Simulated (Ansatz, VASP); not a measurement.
# LiBe: VASP beside Ansatz

Wanted: the spread between two codes on one cell, functional and k mesh. The cell is taken from a series of runs on this material, whose earlier steps may have relaxed, scaled, displaced or heated it; both programs get it as it stands.

Calculated with Ansatz 0.2.0; plane waves, with VASP 6.6.1 beside it; relaxation of cell and atoms at PBEsol.

## 1. The starting structure

It takes space group Pmma (No. 51, orthorhombic). The conventional cell has a = 4.000 Å, b = 2.301 Å, c = 4.812 Å, α = 90.00°, β = 90.00°, γ = 90.00°. Nearest to Li lie 4 Li at 2.30 to 2.43 Å and 2 Be at 2.53 Å. Nearest to Be lie 4 Be at 2.27 to 2.30 Å and 2 Li at 2.53 Å. Farther neighbours are not listed.

## 2. Ansatz: relaxation of cell and atoms, PBEsol, pair 1

Ansatz runs on its PAW soft_1 files.

The relaxed volume is the usual yardstick between codes: in a stiff, nearly cubic crystal its relative difference is about their pressure difference at one cell divided by the bulk modulus.

Input file input.yaml:

```yaml
crystal:
  lattice:
    - [3.9996110279, 0.0, 0.0]
    - [0.0, 2.300550041, 0.0]
    - [0.0, 0.0, 4.8119658447]
  atoms:
    - { symbol: Li, position: [0.25, 0.0, 0.1437888913] }
    - { symbol: Li, position: [0.75, 0.0, 0.8562111087] }
    - { symbol: Be, position: [0.25, 0.5, 0.6114840458] }
    - { symbol: Be, position: [0.75, 0.5, 0.3885159542] }
kpoints:
  mp_grid: { grid: [10, 18, 10] }
hamiltonian:
  xc: pbesol
  pseudopotentials: { kind: paw, azcp: { folder: soft_1 }, xc_functional: pbe }
scf:
  occupations: { method: methfessel_paxton, width: 0.2 }
output:
  forces: true
  stress: true
  eigenvalues: true
relax:
  adjacent_minimum: "off"
  f_tol: 0.001
  max_steps: 60
  cell: { stress_tol: 0.01 }
```

Launch:

```
> ansatz run input.yaml --threads 4 --pin off --max-ram 10240MiB --backend cpu --events-out ev --progress --plain --runs-dir out
```

Numbers of over 12 decimals in the logs are rounded to 6 here.

The log of the run:

```text
Engine: ansatz 0.2.0, aarch64-unknown-linux-gnu
Pseudopotentials: kind: paw
Pseudopotential: Li, paw, valence charge 3, recommended cutoff 420 eV (normal), soft_1/Li.paw.azcp
Pseudopotential: Be, paw, valence charge 2, recommended cutoff 420 eV (normal), soft_1/Be.paw.azcp
Functional definition: PBEsol
  exchange = pbesol_x
  correlation = pbesol_c
Crystal: 4 atoms, lattice volume = 44.276 Å³
Basis set: ecut = 420 eV, 851 PW (Γ), exchange–correlation on 54×32×72 points (8 copies of the dense FFT grid, shifted against one another)
Bands: 9, of which v1, the nominal top of the filled ones, is band 5 counted from 1 (4 counted from 0)
Symmetry: 8 space group operations
Space group: Pmma (ITA 51), of the structure as read, at distance tolerance 3.5e-5 Å
k-points: 360 of 1800
Non-local potential: Li, projectors of the file, l = 0: 3, l = 1: 2, l = 2: 1
Non-local potential: Be, projectors of the file, l = 0: 2, l = 1: 2, l = 2: 1
PAW form: soft (Blöchl's): semilocal exchange-correlation on the pseudo side does not see the compensation charge
PAW frozen core: Be, regenerated for the run's functional, and the local potential with it (the file was generated under x = pbe(κ = 0.804, μ = 0.219515), c = pbe(β = 0.066725))
PAW one-centre angular grid: Li, 110 points (default); XC on 64 Gauss nodes
PAW one-centre angular grid: Be, 110 points (default); XC on 64 Gauss nodes
Initial density: superposition of atomic densities (chi_scale 0.1, normalization cell, long waves kept (reshape's long-wave potential 0.02 eV rms))
Initial wavefunctions: pseudopotential atomic-orbital guess
Functional: x = pbesol(κ = 0.804, μ = 0.123457), c = pbesol(β = 0.046)
SCF iter   1: F=—  HF=-585.687689 eV  |F-HF|=—  |Δ(HF+E_count)|=         —  Δρ=9.02e-3  dr2=7.39e-2  ethr=3.10e-3  ⟨swp⟩=5.1  Hψ=20863  notcnv=0
preconditioner: auto → none  [metal: Δε(μ)=0.012 eV  Ē_g=6.873 eV  σ=0.200 eV  W_gap=0.05  n_scr=8 (ndim 8)  ℏωp=13.7 eV  f_vac=0.000  D(μ)=1.06/eV (n_scr^D=8)  sad-step TF]
SCF iter   2: F=—  HF=-585.636850 eV  |F-HF|=—  |Δ(HF+E_count)|=   5.08e-2  S|Δr|=    0.00e0  Δρ=5.37e-3  dr2=2.39e-2  ethr=7.39e-4  ⟨swp⟩=1.0  Hψ=6121  notcnv=0
SCF iter   3: F=—  HF=-585.634236 eV  |F-HF|=—  |Δ(HF+E_count)|=   2.61e-3  S|Δr|=    0.00e0  Δρ=4.80e-4  dr2=1.45e-4  ethr=2.39e-4  ⟨swp⟩=2.1  Hψ=3864  notcnv=0  defer=1
SCF iter   4: F=—  HF=-585.634201 eV  |F-HF|=—  |Δ(HF+E_count)|=   3.42e-5  S|Δr|=    0.00e0  Δρ=1.07e-4  dr2=8.48e-6  ethr=1.45e-6  ⟨swp⟩=2.1  Hψ=4341  notcnv=0  defer=1
SCF iter   5: F=—  HF=-585.634188 eV  |F-HF|=—  |Δ(HF+E_count)|=   1.36e-5  S|Δr|=    0.00e0  Δρ=2.24e-5  dr2=2.90e-7  ethr=8.48e-8  ⟨swp⟩=2.1  Hψ=4045  notcnv=0  defer=1
SCF iter   6: F=-585.634188 eV  HF=-585.634188 eV  |F-HF|=2.01e-8  |Δ(HF+E_count)|=   2.95e-8  S|Δr|=    0.00e0  Δρ=3.79e-6  dr2=2.55e-8  ethr=1.00e-9  ⟨swp⟩=4.9  Hψ=12392  notcnv=0
the search or the solves at the SCF's close seem to have found levels that the self-consistency loop had missed (the run counts 1). By its estimate they hold under 1e-12 electrons; where the run keeps them, the occupations were computed again with them
SCF 1 converged in 6 iterations: F = -585.634188 eV  dr2 = 2.55e-8
  greatest PAW one-centre occupation: 1.000 electrons in one spin orbital (limit 2), on the Li atom at site 1 (counted from 0), in its partial waves of l = 0
relax step   1: F+E_penalty+E_count = -585.63418766 eV  Δ(F+E_penalty+E_count) = +0.000e0 eV  max|allowed force component| = 3.006e-3 eV/Å  Δτ_max = 0.0000 Å  P = -0.018 GPa  Ω = 44.276 Å³  (6 SCF iters, dr2 threshold 1.00e-7 eV, accepted)
[...]
relax step   2: F+E_penalty+E_count = -585.63422857 eV  Δ(F+E_penalty+E_count) = -4.091e-5 eV  max|allowed force component| = 2.993e-3 eV/Å  Δτ_max = 0.0009 Å  P = +0.004 GPa  Ω = 44.245 Å³  energy of the carried Pulay correction = +1.687e-6 eV  (4 SCF iters, dr2 threshold 3.55e-8 eV, accepted)
[...]
relax step   3: F+E_penalty+E_count = -585.63423076 eV  Δ(F+E_penalty+E_count) = -2.195e-6 eV  max|allowed force component| = 2.616e-4 eV/Å  Δτ_max = 0.0006 Å  P = +0.002 GPa  Ω = 44.242 Å³  energy of the carried Pulay correction = +1.859e-6 eV  (4 SCF iters, dr2 threshold 5.60e-10 eV, accepted)
[...]
relax step   4: F+E_penalty+E_count = -585.63422881 eV  Δ(F+E_penalty+E_count) = +1.952e-6 eV  max|allowed force component| = 2.568e-4 eV/Å  Δτ_max = 0.0000 Å  P = +0.002 GPa  Ω = 44.242 Å³  stress off target by 7.91e-3 GPa  SCF on the basis re-selected at this cell (its energy is not comparable with the rows above)  (4 SCF iters)
basis re-selected at this cell: Δ(F+E_penalty+E_count) = +1.952e-6 eV, ΔP = -0.000 GPa vs the last step (what re-selecting the basis moved, of the pressure what is left beyond the Pulay correction that the steps carried, after the strain that the cell walked since its last selection, with what the two solves' SCF thresholds leave and, on support functions, any second-order correction that the steps lacked; it is no m [...]
SCF converged after 4 iterations
Stability not checked: this state was not tested for a lower state beside it, because cold or Methfessel-Paxton smearing, or corrected tetrahedra, fill the levels in a way that the test cannot read (fill_not_monotonic; see scf.lower_state_search)
Free energy (F): -585.634229 eV
Harris-Foulkes:  -585.634229 eV  (|F-HF|=2.27e-13)
Internal energy: -585.634887 eV  (E = F + TS)
E sigma→0 (E₀):  -585.634393 eV
Entropy (-TS):   0.000658 eV (0.165 meV/atom)
Fermi energy:    3.853143 eV
Step filling:    the computed levels leave a gap of 0.0047 eV = 0.0 smearing widths at the electron count; against every level under it full and every level over it empty, smearing changes F+E_penalty+E_count by +1.64e-3 meV and its σ→0 estimate by -0.163 meV
--- Per-component energies (eV) ---
  E_band       = -157.525026
  E_kinetic    = 71.092454
  E_local      = -248.875822  (includes V_loc(G=0)·N_el)
  E_nonlocal   = -30.410333
  E_hartree    = 74.231067
  E_xc         = -56.079037
  E_vxc        = -61.779745  (∫ρ·V_xc dr)
  E_paw        = -158.629289  (= ΣΔE_a)
  E_vpaw       = -36.014233  (= ΣTr[D̂ρ^β])
  E_aug_tail   = 0.000522  (compensation charges beyond the density's cutoff)
  E_ewald      = -236.983512
  E_core_change = 0.019063  (= ΣΔE_core)
  E_smearing   = 0.000658  (= −TS)
  E_closure    = -0.000000  (closes the sum)
  Σ components = -585.634229   (vs F -585.634229, Δ=0.00e0)
--- Forces (eV/Å), atoms counted from 1 ---
  atom   1  Li    -0.00000000    -0.00000000     0.00010757
  atom   2  Li     0.00000000     0.00000000    -0.00010757
  atom   3  Be    -0.00000000    -0.00000000    -0.00025678
  atom   4  Be     0.00000000     0.00000000     0.00025678
  max |Σ_I F_I| component: 0.00e0 eV/Å
--- Stress (GPa, compression-positive) ---
        0.007908       0.000000       0.000000
        0.000000      -0.005803       0.000000
        0.000000       0.000000       0.003637
  P = ⅓ Tr σ = 0.0019 GPa (0.019 kbar)
--- Band table (eV; the first three rows and the last of 360) ---
  k-point 0: bands = ["-41.0311", "-40.9565", "-3.2829", "1.7516", "2.1322", "2.3196", "6.5253", "8.9290", "9.3664"]
  k-point 1: bands = ["-41.0311", "-40.9565", "-3.2618", "1.2204", "2.1775", "2.9448", "6.5205", "7.9979", "10.4299"]
  k-point 2: bands = ["-41.0310", "-40.9566", "-3.2034", "0.5931", "2.3066", "3.8470", "6.5056", "7.0276", "11.2934"]
  k-point 359: bands = ["-40.8803", "-40.8803", "3.1302", "3.1302", "4.1607", "4.1607", "6.5038", "6.5038", "10.1314"]
--- Relaxed structure (3 steps of the walk, 3 accepted, 1 SCFs on fresh bases) ---
  F+E_penalty+E_count = -585.63422881 eV   max|allowed force component| = 2.568e-4 eV/Å   (the final SCF, on the basis selected at the relaxed cell)
  cell:  # Å, volume = 44.2418 Å³
    - [4.002992, 0, 1.4194540254166322e-19]
    - [0, 2.300230, 0]
    - [1.7077571395769056e-19, 0, 4.804822]
  atoms:
    - { symbol: Li, position: [0.25, 0, 0.143637] }
    - { symbol: Li, position: [0.75, 0, 0.856363] }
    - { symbol: Be, position: [0.25, 0.500000, 0.611800] }
    - { symbol: Be, position: [0.75, 0.500000, 0.388200] }
```

## 3. VASP: relaxation of cell and atoms, PBEsol, pair 1

The same cell, functional, mesh and smearing now go to VASP, with its own data sets.

Lines of VASP's logs that name or quote its potential files are left out, and so is its time.

Input file INCAR:

```
SYSTEM = LiBe
PREC = Accurate
ENCUT = 750
EDIFF = 1E-07
NELM = 120
ISMEAR = 1
SIGMA = 0.2
LREAL = .FALSE.
ALGO = Normal
GGA = PS
NBANDS = 11
LORBIT = 11
LWAVE = .FALSE.
LCHARG = .FALSE.
ISIF = 3
IBRION = 2
NSW = 80
EDIFFG = -0.005
LASPH = .TRUE.
GGA_COMPAT = .FALSE.
NELMIN = 4
KPAR = 2
```

Input file POSCAR:

```
LiBe
1.0
    3.9996110000      0.0000000000      0.0000000000
    0.0000000000      2.3005500000      0.0000000000
    0.0000000000      0.0000000000      4.8119660000
Li Be
2 2
Direct
    0.2500000625      0.0000000000      0.1437888381
    0.7499999375      0.0000000000      0.8562111619
    0.2500000625      0.5000000000      0.6114839548
    0.7499999375      0.5000000000      0.3885160452
```

Input file KPOINTS:

```
Automatic mesh
0
Gamma
10 18 10
0 0 0
```

Potentials, in the order of the species: Li_sv and Be (PBE family, release 64).

Launch:

```
> mpirun -np 2 vasp_std
```

The log of the run:

```text
[banner, memory and clock lines left out]
running    2 mpi-ranks, on    1 nodes
 distrk:  each k-point on    1 cores,    2 groups
 distr:  one band on    1 cores,    1 groups

 POSCAR found type information on POSCAR LiBe
 POSCAR found :  2 types and       4 ions
|                                                                             |
|               ----> ADVICE to this user running VASP <----                  |
|                                                                             |
|     You enforced a specific xc type in the INCAR file but a different       |
|     [... a line on the potential file left out ...]
|     I HOPE YOU KNOW WHAT YOU ARE DOING!                                     |
|                                                                             |

 LDA part: xc-table for (Slater+PW92), standard interpolation
 POSCAR, INCAR and KPOINTS ok, starting setup
 FFT: planning ... GRIDC
 FFT: planning ... GRID_SOFT
 FFT: planning ... GRID
 WAVECAR not read
 entering main loop
       N       E                     dE             d eps       ncg     rms          rms(c)
DAV:   1     0.287181365539E+02    0.28718E+02   -0.55300E+03  7920   0.113E+03
DAV:   2    -0.509109864454E+01   -0.33809E+02   -0.32684E+02  9221   0.205E+02
DAV:   3    -0.107487120191E+02   -0.56576E+01   -0.55992E+01 14906   0.553E+01
DAV:   4    -0.108840791668E+02   -0.13537E+00   -0.13505E+00 10280   0.100E+01
DAV:   5    -0.108881045143E+02   -0.40253E-02   -0.40246E-02 12415   0.131E+00    0.101E+00
DAV:   6    -0.108747808181E+02    0.13324E-01   -0.13976E-02 11438   0.658E-01    0.593E-01
DAV:   7    -0.108730053388E+02    0.17755E-02   -0.15228E-02 11574   0.837E-01    0.157E-01
DAV:   8    -0.108736567588E+02   -0.65142E-03   -0.37221E-03 10652   0.439E-01    0.522E-02
DAV:   9    -0.108737061351E+02   -0.49376E-04   -0.15659E-04 10875   0.116E-01    0.846E-03
DAV:  10    -0.108737083328E+02   -0.21977E-05   -0.94855E-06 12056   0.318E-02    0.240E-03
DAV:  11    -0.108737084129E+02   -0.80112E-07   -0.87139E-07 10092   0.100E-02
   1 F= -.10873708E+02 E0= -.10873935E+02  d E =-.108737E+02
[...]
2 F= -.10873739E+02 E0= -.10873970E+02  d E =-.308591E-04
[...]
3 F= -.10873769E+02 E0= -.10874010E+02  d E =-.605596E-04
 curvature:  -1.69 expect dE=-0.203E-04 dE for cont linesearch -0.137E-07
 trial: gam= 0.34887 g(F)=  0.742E-05 g(S)=  0.457E-05 ort =-0.539E-06 (trialstep = 0.148E+01)
 search vector abs. value=  0.160E-04
 bond charge predicted
       N       E                     dE             d eps       ncg     rms          rms(c)
DAV:   1    -0.108737823338E+02   -0.13371E-04   -0.28443E-03  7986   0.499E-01    0.973E-03
DAV:   2    -0.108737819993E+02    0.33454E-06   -0.37003E-05 10015   0.557E-02    0.548E-03
DAV:   3    -0.108737815754E+02    0.42383E-06   -0.29943E-06 11658   0.104E-02    0.197E-03
DAV:   4    -0.108737816212E+02   -0.45741E-07   -0.16990E-07  9156   0.298E-03
   4 F= -.10873782E+02 E0= -.10874014E+02  d E =-.126487E-04
 trial-energy change:   -0.000013  1 .order   -0.000013   -0.000017   -0.000008
 step:   2.7674(harm=  2.7674)  dis= 0.00122  next Energy=   -10.873785 (dE=-0.163E-04)
 reached required accuracy - stopping structural energy minimisation
```

OUTCAR, selected parts (step 3):

```text
ion  position               nearest neighbor table
   1  0.250  0.000  0.144-   2 2.43   2 2.43
   2  0.750  0.000  0.856-   1 2.43   1 2.43
   3  0.250  0.500  0.611-   4 2.27   4 2.27
   4  0.750  0.500  0.389-   3 2.27   3 2.27

  LATTYP: Found a simple orthorhombic cell.
 ALAT       =     2.3005500000
 B/A-ratio  =     1.7385455652
 C/A-ratio  =     2.0916589511

 Subroutine GETGRP returns: Found  8 space group operations
 (whereof  4 operations were pure point group operations)

The static configuration has the point symmetry C_2h.
 The point group associated with its full space group is D_2h.

 Found    360 irreducible k-points:

   k-points           NKPTS =    360   k-points in BZ     NKDIM =    360   number of bands    NBANDS=     11

   dimension x,y,z NGX =    36 NGY =   24 NGZ =   48
   dimension x,y,z NGXF=    72 NGYF=   48 NGZF=   96

   ENCUT  =  750.0 eV  55.12 Ry    7.42 a.u.   8.93  5.14 10.75*2*pi/ulx,y,z

   NELECT =      10.0000    total number of electrons

 k-points in reciprocal lattice and weights: Automatic mesh
   0.00000000  0.00000000  0.00000000       0.001
   0.10000000  0.00000000  0.00000000       0.001
   0.20000000  0.00000000  0.00000000       0.001
   0.30000000  0.00000000  0.00000000       0.001
   0.40000000  0.00000000  0.00000000       0.001
   0.50000000  0.00000000  0.00000000       0.001
   0.00000000  0.05555556  0.00000000       0.001
   0.10000000  0.05555556  0.00000000       0.002
   0.20000000  0.05555556  0.00000000       0.002
[...]
0.40000000  0.50000000  0.50000000       0.001
   0.50000000  0.50000000  0.50000000       0.001

 average (electrostatic) potential at core
       1 -60.9659       2 -60.9659       3 -36.3456       4 -36.3456

 E-fermi :   3.1202

 k-point     1 :       0.0000    0.0000    0.0000
  band No.  band energies     occupation
    ...
      2     -41.6558      2.00000
      3      -4.0225      2.00000
      4       1.0152      2.00000
      5       1.3949      2.00000
      6       1.5848      2.00000
      7       5.7905     -0.00000
      8       8.1913      0.00000
      9       8.6278      0.00000
     10      11.4973      0.00000
     11      12.7645      0.00000

 k-point     2 :       0.1000    0.0000    0.0000
  band No.  band energies     occupation
    ...
      2     -41.6576      2.00000
      3      -3.9552      2.00000
      4       0.8066      2.00000
      5       1.2549      2.00000
      6       1.5898      2.00000
      7       6.2693     -0.00000
      8       7.9121      0.00000
      9       8.4446      0.00000
     10      11.9464      0.00000
     11      13.1555      0.00000

 k-point     3 :       0.2000    0.0000    0.0000
  band No.  band energies     occupation
    ...
      2     -41.6629      2.00000
      3      -3.7537      2.00000
      4       0.0673      2.00000
      5       1.2505      2.00000
      6       1.5988      2.00000
      7       7.1238      0.00000
      8       7.3733      0.00000
      9       8.3606      0.00000
     10      12.9688      0.00000
     11      14.1248      0.00000

  Total       -0.0070018      0.0055502      0.0004856      0.0000000      0.0000000     -0.0000000
  in kB       -0.2536603      0.2010698      0.0175938      0.0000000      0.0000000     -0.0000000
  external PRESSURE =      -0.0116655 kB  Pullay stress =       0.0000000 kB

  energy-cutoff  :      750.00
  volume of cell :       44.23
      direct lattice vectors                 reciprocal lattice vectors
     4.004008983  0.000000000 -0.000000000     0.249749689  0.000000000  0.000000000
     0.000000000  2.299134256  0.000000000     0.000000000  0.434946327  0.000000000
    -0.000000000  0.000000000  4.804072545     0.000000000  0.000000000  0.208156723

 POSITION                                       TOTAL-FORCE (eV/Angst)
 -----------------------------------------------------------------------------------
      1.00100      2.29913      0.68954        -0.000000      0.000000     -0.002966
      3.00301      2.29913      4.11453         0.000000      0.000000      0.002966
      1.00100      1.14957      2.93950        -0.000000      0.000000      0.002990
      3.00301      1.14957      1.86457         0.000000      0.000000     -0.002990
 -----------------------------------------------------------------------------------
    total drift:                                0.000233      0.000000     -0.000144

  FREE ENERGIE OF THE ION-ELECTRON SYSTEM (eV)
  ---------------------------------------------------
  free  energy   TOTEN  =       -10.8737816212 eV

  energy  without entropy=      -10.8744782637  energy(sigma->0) =      -10.87401384

 reached required accuracy - stopping structural energy minimisation

 total charge
# of ion       s       p       d       tot
------------------------------------------
    1        2.043   0.103   0.000   2.146
    2        2.043   0.103   0.000   2.146
    3        0.414   0.543   0.000   0.957
    4        0.414   0.543   0.000   0.957
--------------------------------------------------
tot          4.915   1.292   0.000   6.207

[... 3 further parts left out ...]
```

The run keeps the 8 symmetry operations of its start, so it cannot find a distortion of lower symmetry.

## 4. Differences

Known differences besides the potentials themselves: the cutoff is 420 eV in Ansatz and 750 eV in VASP; Ansatz makes its cores anew for this functional, VASP keeps those of its PBE data sets; Ansatz adds a Pulay correction to the stress that steers its cell, VASP none. Total energies have different zeros and are not compared.

Compared:

```csv
quantity,Ansatz,VASP,difference
volume (Å³),44.24,44.23,+0.04 %
"edge a after relaxation, in the typed setting (Å)",4.003,4.004,-0.02 %
"edge b after relaxation, in the typed setting (Å)",2.300,2.299,+0.05 %
"edge c after relaxation, in the typed setting (Å)",4.805,4.804,+0.01 %
```

## 5. Ansatz: relaxation of cell and atoms, PBEsol, pair 2

The relaxed volume is the usual yardstick between codes: in a stiff, nearly cubic crystal its relative difference is about their pressure difference at one cell divided by the bulk modulus.

The cell is taken from a series of runs on this material, whose earlier steps may have relaxed, scaled, displaced or heated it; both programs get it as it stands.

input.yaml, the sections that differ from step 2:

```yaml
crystal:
  lattice:
    - [3.9989065079, 0.0, 0.0]
    - [0.0, 2.30083253, 0.0]
    - [0.0, 0.0, 4.8121904486]
  atoms:
    - { symbol: Li, position: [0.25, 0.0, 0.1437927288] }
    - { symbol: Li, position: [0.75, 0.0, 0.8562072712] }
    - { symbol: Be, position: [0.75, 0.5, 0.3885027029] }
    - { symbol: Be, position: [0.25, 0.5, 0.6114972971] }
# kpoints, hamiltonian, scf, output, relax: as in step 2
```

Launch:

```
> ansatz run input.yaml --threads 4 --pin off --max-ram 10240MiB --backend cpu --events-out ev --progress --plain --runs-dir out
```

The log of the run:

```text
[...]
Crystal: 4 atoms, lattice volume = 44.276 Å³
Basis set: ecut = 420 eV, 851 PW (Γ), exchange–correlation on 54×32×72 points (8 copies of the dense FFT grid, shifted against one another)
Bands: 9, of which v1, the nominal top of the filled ones, is band 5 counted from 1 (4 counted from 0)
Symmetry: 8 space group operations
[...]
k-points: 360 of 1800
[...]
--- Relaxed structure (3 steps of the walk, 3 accepted, 1 SCFs on fresh bases) ---
[...]
cell:  # Å, volume = 44.2429 Å³
    - [4.003027, 0, 1.122038288409945e-19]
    - [0, 2.300275, 0]
    - [1.3502346013298826e-19, 0, 4.804799]
  atoms:
    - { symbol: Li, position: [0.25, 0, 0.143648] }
    - { symbol: Li, position: [0.750000, 0, 0.856352] }
    - { symbol: Be, position: [0.750000, 0.5, 0.388208] }
    - { symbol: Be, position: [0.25, 0.5, 0.611792] }
[key lines of the parts left out:]
SCF converged after 4 iterations
Free energy (F): -585.634229 eV
Fermi energy:    3.852973 eV
P = ⅓ Tr σ = 0.0014 GPa (0.014 kbar)
```

(Part 1 of 2 ends here.)

[Lines on the potential files, build, host, timing and source positions are cut from VASP's logs without a mark.]

[Logs are printed without paths, hosts, clocks, repeated set-up lines and the standing remarks that a program may print on its own settings, such as how far it seeks lower states.]

[Hosts, paths, dates, database ids (printed as entryN), source tags and the programs' standing remarks are cut or masked in the printed files.]
